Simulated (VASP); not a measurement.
A convergence study with VASP on Bi (a7): one setting is varied, all else stays as given below, so the limit is that of these other settings.

```xyz
2
Lattice="4.1658 -2.2750 0.0000 4.1658 2.2750 0.0000 2.9234 0.0000 3.7394" Properties=species:S:1:pos:R:3 pbc="T T T"
Bi     2.6337     0.0000     0.8750
Bi     8.6214     0.0000     2.8644
```

Level of theory: PBE GGA, VASP's PBE PAW potentials (set 64) (plane waves; VASP). The tightest run used: 550 eV cut-off, 19×19×19 Γ-centred mesh, first-order Methfessel-Paxton smearing of 0.10 eV, potentials Bi_d.

| setting | E (eV/atom) | pressure (GPa) | largest force (eV/Å) | irreducible k-points |
|---|---|---|---|---|
| 1×1×1 mesh | -0.5668 | 26.74 | 2.689 | 1 |
| 2×2×2 mesh | -3.0282 | 7.48 | 2.429 | 4 |
| 3×3×3 mesh | -3.9563 | 1.27 | 0.039 | 6 |
| 4×4×4 mesh | -3.9071 | 1.39 | 0.088 | 13 |
| 5×5×5 mesh | -3.9020 | 1.36 | 0.034 | 19 |
| 6×6×6 mesh | -3.8913 | 1.55 | 0.080 | 32 |
| 7×7×7 mesh | -3.8913 | 1.50 | 0.156 | 44 |
| 8×8×8 mesh | -3.8842 | 1.58 | 0.137 | 65 |
| 9×9×9 mesh | -3.8838 | 1.59 | 0.171 | 85 |

Task: These are the cheaper rows. Estimate the results at 19×19×19 mesh, and how far the last row shown lies from them.

Result: 
| quantity | tightest run | last row shown is off by |
|---|---|---|
| E (eV/atom) | -3.8778 | -0.0060 |
| pressure (GPa) | 1.65 | -0.06 |
| largest force (eV/Å) | 0.177 | -0.006 |

Left out are rungs that failed or repeat a setting and relaxations that didn't move; long series are thinned to 24 rows.

The compound is Bi in the a7 structure. The cell was not relaxed at this level, forces remain on its atoms.
